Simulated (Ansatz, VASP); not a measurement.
# TiClO (TiClO monolayer): VASP beside Ansatz, part 3 of 3

Aim: how closely do two programs agree when they are given the same cell, functional and k mesh? The cell is taken from a series of runs on this material, whose earlier steps may have relaxed, scaled, displaced or heated it; both programs get it as it stands.

VASP 6.6.1 and Ansatz 0.2.0.

So far: Set-up; Ansatz: single point, PBEsol, DFT+U, pair 1; VASP: single point, PBEsol, DFT+U, pair 1; Comparison; Ansatz: single point, PBEsol, DFT+U, pair 2.

### Step 6. VASP: single point, PBEsol, DFT+U, pair 2

Level of this step: PBEsol, DFT+U (Ti d 2.1 eV), spin-polarised from an antiferromagnetic start; plane waves and PAW (Ti_sv, Cl, O) (VASP).

The same cell, functional, mesh and smearing now go to VASP, with its own data sets.

Input file INCAR:

```
SYSTEM = TiClO
PREC = Accurate
ENCUT = 520
EDIFF = 1E-06
NELM = 200
ISMEAR = -1
SIGMA = 0.04
LREAL = .FALSE.
ALGO = Normal
GGA = PS
NBANDS = 68
ISPIN = 2
MAGMOM = 0.67 -0.67 0.67 -0.67 0 -0 0 -0 0.01 -0.01 0.01 -0.01
LDAU = .TRUE.
LDAUTYPE = 2
LDAUL = 2 -1 -1
LDAUU = 2.1 0 0
LDAUJ = 0 0 0
LDAUPRINT = 1
LASPH = .TRUE.
LMAXMIX = 4
LORBIT = 11
LWAVE = .FALSE.
LCHARG = .FALSE.
ISIF = 2
GGA_COMPAT = .FALSE.
KPAR = 2
```

Input file POSCAR:

```
TiClO
1.0
    3.3800000000      0.0000000000      0.0000000000
    0.0000000000      7.5800000000      0.0000000000
    0.0000000000      0.0000000000     20.1392000000
Ti Cl O
4 4 4
Direct
    0.0000000000      0.2500000000      0.5486440000
    0.0000000000      0.7500000000      0.5486440000
    0.5000000000      0.0000000000      0.4513560000
    0.5000000000      0.5000000000      0.4513560000
    0.5000000000      0.2500000000      0.6275920000
    0.5000000000      0.7500000000      0.6275920000
    0.0000000000      0.0000000000      0.3724080000
    0.0000000000      0.5000000000      0.3724080000
    0.5000000000      0.2500000000      0.4740830000
    0.5000000000      0.7500000000      0.4740830000
    0.0000000000      0.0000000000      0.5259170000
    0.0000000000      0.5000000000      0.5259170000
```

Input file KPOINTS:

```
Automatic mesh
0
Gamma
8 4 1
0 0 0
```

PAW data sets: Ti_sv, Cl and O (PBE family, release 64).

Started as:

```sh
$ mpirun -np 2 vasp_std
```

Numbers of over 12 decimals in the logs are rounded to 6 here.

The program printed:

```text
[banner, memory and clock lines left out]
running    2 mpi-ranks, on    1 nodes
[...]
[... a notice as in an earlier step ...]

 LDA part: xc-table for (Slater+PW92), standard interpolation
 POSCAR, INCAR and KPOINTS ok, starting setup
[...]
entering main loop
       N       E                     dE             d eps       ncg     rms          rms(c)
DAV:   1     0.121692242720E+04    0.12169E+04   -0.47207E+04  4656   0.132E+03
DAV:   2     0.862792405864E+02   -0.11306E+04   -0.10948E+04  5248   0.385E+02
DAV:   3    -0.849710301825E+02   -0.17125E+03   -0.16962E+03  5380   0.154E+02
DAV:   4    -0.100489306741E+03   -0.15518E+02   -0.15458E+02  6672   0.436E+01
[...]
DAV:  28    -0.847296316275E+02   -0.25251E-05   -0.95734E-08  2968   0.615E-04    0.210E-04
DAV:  29    -0.847296328159E+02   -0.11884E-05   -0.72202E-08  2896   0.540E-04    0.160E-04
DAV:  30    -0.847296331275E+02   -0.31157E-06   -0.34415E-08  2768   0.429E-04
   1 F= -.84729633E+02 E0= -.84729627E+02  d E =-.117107E-04  mag=     0.0000
```

Parts of OUTCAR (step 6):

```text
  Total        7.7778226      2.1809832      5.3299512      0.0000000      0.0660507      0.0000000
  in kB       24.1512991      6.7722780     16.5502933      0.0000000      0.2050972      0.0000000
  external PRESSURE =      15.8246235 kB  Pullay stress =       0.0000000 kB

 POSITION                                       TOTAL-FORCE (eV/Angst)
 -----------------------------------------------------------------------------------
      0.00000      1.89500     11.04925        -0.000000      0.011888     -1.310599
      0.00000      5.68500     11.04925        -0.000000      0.011888     -1.310599
      1.69000      0.00000      9.08995        -0.000000     -0.011888      1.310599
      1.69000      3.79000      9.08995        -0.000000     -0.011888      1.310599
      1.69000      1.89500     12.63920        -0.000000     -0.000330      1.142974
      1.69000      5.68500     12.63920        -0.000000     -0.000330      1.142974
      0.00000      0.00000      7.50000        -0.000000      0.000330     -1.142974
      0.00000      3.79000      7.50000        -0.000000      0.000330     -1.142974
      1.69000      1.89500      9.54765         0.000000     -0.010919      0.532088
      1.69000      5.68500      9.54765         0.000000     -0.010919      0.532088
      0.00000      0.00000     10.59155         0.000000      0.010919     -0.532088
      0.00000      3.79000     10.59155         0.000000      0.010919     -0.532088
 -----------------------------------------------------------------------------------
    total drift:                                0.000000      0.000000      0.000000

  FREE ENERGIE OF THE ION-ELECTRON SYSTEM (eV)
  ---------------------------------------------------
  free  energy   TOTEN  =       -84.7296331275 eV

  energy  without entropy=      -84.7296214168  energy(sigma->0) =      -84.72962727

 magnetization (x)
# of ion       s       p       d       tot
------------------------------------------
    1        0.009   0.007   0.869   0.886
    2       -0.009  -0.007  -0.869  -0.886
    3        0.009   0.007   0.869   0.886
    4       -0.009  -0.007  -0.869  -0.886
    5       -0.001  -0.004   0.000  -0.004
    6        0.001   0.004   0.000   0.004
    7       -0.001  -0.004   0.000  -0.004
    8        0.001   0.004   0.000   0.004
    9       -0.000   0.008   0.000   0.007
   10        0.000  -0.008   0.000  -0.007
   11       -0.000   0.008   0.000   0.007
   12        0.000  -0.008   0.000  -0.007
--------------------------------------------------
tot          0.000   0.000  -0.000  -0.000

[... 1 part as in an earlier step ...]

[... 2 further parts left out ...]
[key lines of the parts left out:]
E-fermi :  -0.5882
```

### Step 7. Comparison

Compared:

```
          quantity  Ansatz   VASP  difference
moment on Ti1 (μB)    0.67   0.89       -0.22
moment on Ti2 (μB)   -0.67  -0.89       +0.22
moment on Ti3 (μB)    0.67   0.89       -0.22
moment on Ti4 (μB)   -0.67  -0.89       +0.22
```

With vacuum in the cell, a pressure given here is an average over mostly empty space and none of the material.

### Step 8. Ansatz: single point, PBEsol, DFT+U, pair 3

A single point gives forces, pressure and levels at one fixed geometry, so differences don't come from the geometry; what else differs is listed under the comparison.

The cell is taken from a series of runs on this material, whose earlier steps may have relaxed, scaled, displaced or heated it; both programs get it as it stands.

Input file input.yaml:

```yaml
crystal:
  lattice:
    - [3.38, 0.0, 0.0]
    - [0.0, 7.58, 0.0]
    - [0.0, 0.0, 20.1392]
  atoms:
    - { symbol: Ti, position: [0.0, 0.25, 0.548644], spin: 1.0 }
    - { symbol: Ti, position: [0.0, 0.75, 0.548644], spin: 1.0 }
    - { symbol: Ti, position: [0.5, 0.0, 0.451356], spin: 1.0 }
    - { symbol: Ti, position: [0.5, 0.5, 0.451356], spin: -1.0 }
    - { symbol: Cl, position: [0.5, 0.25, 0.627592] }
    - { symbol: Cl, position: [0.5, 0.75, 0.627592] }
    - { symbol: O, position: [0.5, 0.25, 0.474083] }
    - { symbol: O, position: [0.5, 0.75, 0.474083] }
    - { symbol: O, position: [0.0, 0.0, 0.525917] }
    - { symbol: O, position: [0.0, 0.5, 0.525917] }
    - { symbol: Cl, position: [0.0, 0.0, 0.372408] }
    - { symbol: Cl, position: [0.0, 0.5, 0.372408] }
magnetization:
  spin_polarized: true
kpoints:
  mp_grid: { grid: [8, 4, 1] }
hamiltonian:
  xc: pbesol
  hubbard:
    sites:
      - { species: Ti, l: d, u_eff: 2.1 }
      - { site: 0, l: d, u_eff: 2.1, starting_ns: [{ spin: up, occupation_matrix: ti1_major }, { spin: down, occupation_matrix: ti1_minor }] }
      - { site: 1, l: d, u_eff: 2.1, starting_ns: [{ spin: up, occupation_matrix: ti1_major }, { spin: down, occupation_matrix: ti1_minor }] }
      - { site: 2, l: d, u_eff: 2.1, starting_ns: [{ spin: up, occupation_matrix: ti2_major }, { spin: down, occupation_matrix: ti2_minor }] }
      - { site: 3, l: d, u_eff: 2.1, starting_ns: [{ spin: up, occupation_matrix: ti2_minor }, { spin: down, occupation_matrix: ti2_major }] }
    projectors: ortho-atomic
    occupation_matrices:
      ti1_major:
        matrix:
          - [0.826, 0.0, 0.0, -0.295, 0.0]
          - [0.0, 0.216, 0.0, 0.0, 0.0]
          - [0.0, 0.0, 0.142, 0.0, 0.0]
          - [-0.295, 0.0, 0.0, 0.418, 0.0]
          - [0.0, 0.0, 0.0, 0.0, 0.127]
      ti1_minor:
        matrix:
          - [0.098, 0.0, 0.0, 0.066, 0.0]
          - [0.0, 0.197, 0.0, 0.0, 0.0]
          - [0.0, 0.0, 0.121, 0.0, 0.0]
          - [0.066, 0.0, 0.0, 0.2, 0.0]
          - [0.0, 0.0, 0.0, 0.0, 0.113]
      ti2_major:
        matrix:
          - [0.826, 0.0, 0.0, -0.295, 0.0]
          - [0.0, 0.216, 0.0, 0.0, 0.0]
          - [0.0, 0.0, 0.142, 0.0, 0.0]
          - [-0.295, 0.0, 0.0, 0.418, 0.0]
          - [0.0, 0.0, 0.0, 0.0, 0.127]
      ti2_minor:
        matrix:
          - [0.098, 0.0, 0.0, 0.066, 0.0]
          - [0.0, 0.197, 0.0, 0.0, 0.0]
          - [0.0, 0.0, 0.121, 0.0, 0.0]
          - [0.066, 0.0, 0.0, 0.2, 0.0]
          - [0.0, 0.0, 0.0, 0.0, 0.113]
scf:
  occupations: { method: fermi_dirac, width: 0.04 }
output:
  eigenvalues: true
```

Started as:

```sh
$ ansatz run input.yaml --threads 4 --pin off --max-ram 8192MiB --backend cpu --events-out ev --progress --plain --runs-dir out
```

The program printed:

```text
[...]
Crystal: 12 atoms, lattice volume = 515.974 Å³
Basis set: ecut = 420 eV, 10097 PW (Γ)
Bands: 64, of which v1, the nominal top of the filled ones, is band 50 counted from 1 (49 counted from 0)
Symmetry: 4 space group operations
[...]
k-points: 15 of 32
[...]
Starting moments: Σ|m| = 4 μB on 4 of 12 sites
[...]
k-point 1 ↑: bands = [... 46 lower, -3.2723, -3.2198, -1.2047, -1.1661, -1.0877, 0.9635, 1.5954, 1.7025, ... 10 higher]
  k-point 2 ↑: bands = [... 46 lower, -3.2626, -3.2250, -1.1366, -1.1267, -1.1096, 1.4188, 1.5118, 1.6107, ... 10 higher]
  k-point 14 ↓: bands = [... 46 lower, -3.4135, -3.4056, -0.3099, 1.1807, 1.3857, 1.5461, 1.6006, 1.7922, ... 10 higher]
Occupation matrices written to <dir>
[key lines of the parts left out:]
SCF converged after 16 iterations
Magnetization: 2.0000 μB (51.0000 up, 49.0000 down)
Free energy (F): -16393.700974 eV
Fermi energy:    0.248467 eV
```

### Step 9. VASP: single point, PBEsol, DFT+U, pair 3

The same cell, functional, mesh and smearing now go to VASP, with its own data sets.

Edit INCAR of step 6 so:

```diff
@@ -10,5 +10,5 @@
 GGA = PS
-NBANDS = 68
+NBANDS = 69
 ISPIN = 2
-MAGMOM = 0.67 -0.67 0.67 -0.67 0 -0 0 -0 0.01 -0.01 0.01 -0.01
+MAGMOM = 0.67 0.67 0.67 -0.67 0 0 0 -0 0.01 0.01 -0.02 -0.03
 LDAU = .TRUE.
```

POSCAR is that of step 6.

KPOINTS is that of step 6.

Started as:

```sh
$ mpirun -np 2 vasp_std
```

The program printed:

```text
[... set-up lines as in an earlier step ...]
 entering main loop
       N       E                     dE             d eps       ncg     rms          rms(c)
DAV:   1     0.121326975164E+04    0.12133E+04   -0.46881E+04  4716   0.129E+03
DAV:   2     0.866094951953E+02   -0.11267E+04   -0.10882E+04  5263   0.381E+02
DAV:   3    -0.849474817994E+02   -0.17156E+03   -0.16981E+03  5475   0.152E+02
DAV:   4    -0.100457509479E+03   -0.15510E+02   -0.15444E+02  6784   0.428E+01
[...]
DAV:  31    -0.847307772056E+02   -0.10848E-05   -0.42173E-08  2960   0.811E-04    0.315E-04
DAV:  32    -0.847307786364E+02   -0.14308E-05   -0.43641E-08  2906   0.870E-04    0.152E-04
DAV:  33    -0.847307792019E+02   -0.56558E-06   -0.20020E-08  2860   0.630E-04
   1 F= -.84730779E+02 E0= -.84730762E+02  d E =-.344491E-04  mag=     2.0000
```

From OUTCAR (step 9):

```text
  Total        7.7832509      2.1682175      5.3317577      0.0000000      0.0000000      0.0000000
  in kB       24.1681547      6.7326387     16.5559026      0.0000000      0.0000000      0.0000000
  external PRESSURE =      15.8188987 kB  Pullay stress =       0.0000000 kB

 POSITION                                       TOTAL-FORCE (eV/Angst)
 -----------------------------------------------------------------------------------
      0.00000      1.89500     11.04925         0.000000      0.025814     -1.308260
      0.00000      5.68500     11.04925         0.000000     -0.025814     -1.308260
      1.69000      0.00000      9.08995         0.000000      0.000000      1.294241
      1.69000      3.79000      9.08995         0.000000      0.000000      1.324830
      1.69000      1.89500     12.63920         0.000000     -0.001391      1.142636
      1.69000      5.68500     12.63920         0.000000      0.001391      1.142636
      0.00000      0.00000      7.50000         0.000000      0.000000     -1.142117
      0.00000      3.79000      7.50000         0.000000      0.000000     -1.143869
      1.69000      1.89500      9.54765         0.000000     -0.012360      0.533205
      1.69000      5.68500      9.54765         0.000000      0.012360      0.533205
      0.00000      0.00000     10.59155         0.000000      0.000000     -0.548869
      0.00000      3.79000     10.59155         0.000000      0.000000     -0.519379
 -----------------------------------------------------------------------------------
    total drift:                                0.000000      0.000000     -0.000049

  FREE ENERGIE OF THE ION-ELECTRON SYSTEM (eV)
  ---------------------------------------------------
  free  energy   TOTEN  =       -84.7307792019 eV

  energy  without entropy=      -84.7307447528  energy(sigma->0) =      -84.73076198

 magnetization (x)
# of ion       s       p       d       tot
------------------------------------------
    1        0.009   0.007   0.870   0.886
    2        0.009   0.007   0.870   0.886
    3        0.009   0.007   0.874   0.890
    4       -0.009  -0.008  -0.865  -0.881
    5       -0.001  -0.004   0.000  -0.005
    6       -0.001  -0.004   0.000  -0.005
    7       -0.001  -0.004   0.000  -0.005
    8        0.001   0.003   0.000   0.004
    9       -0.000   0.007   0.000   0.007
   10       -0.000   0.007   0.000   0.007
   11       -0.001  -0.016   0.000  -0.017
   12       -0.001  -0.031   0.000  -0.032
--------------------------------------------------
tot          0.014  -0.028   1.750   1.735

[... 1 part as in an earlier step ...]

[... 2 further parts left out ...]
[key lines of the parts left out:]
E-fermi :  -0.6373
```

### Step 10. Differences

The two programs side by side:

```
          quantity  Ansatz   VASP  difference
 total moment (μB)    2.00   2.00        0.00
moment on Ti3 (μB)    0.67   0.89       -0.22
moment on Ti1 (μB)    0.67   0.89       -0.22
moment on Ti2 (μB)    0.67   0.89       -0.22
moment on Ti4 (μB)   -0.67  -0.88       +0.21
```

With vacuum in the cell, a pressure given here is an average over mostly empty space and none of the material.

### Step 11. Results

| Quantity | Value |
| --- | --- |
| difference in total moment (single point, PBEsol, DFT+U, pair 1) | 0 μB |
| difference in moment on Ti1 (single point, PBEsol, DFT+U, pair 2) | -0.22 μB |
| difference in total moment (single point, PBEsol, DFT+U, pair 3) | 0 μB |

**Reading.** The difference in total moment is 0 μB (single point, PBEsol, DFT+U, pair 1). How closely two codes agree says nothing of how well the functional describes the real material.

[Lines on the potential files, build, host, timing and source positions are cut from VASP's logs without a mark.]

[Logs are printed without paths, hosts, clocks, repeated set-up lines and the standing remarks that a program may print on its own settings, such as how far it seeks lower states.]

[Hosts, paths, dates, database ids (printed as entryN), source tags and the programs' standing remarks are cut or masked in the printed files.]
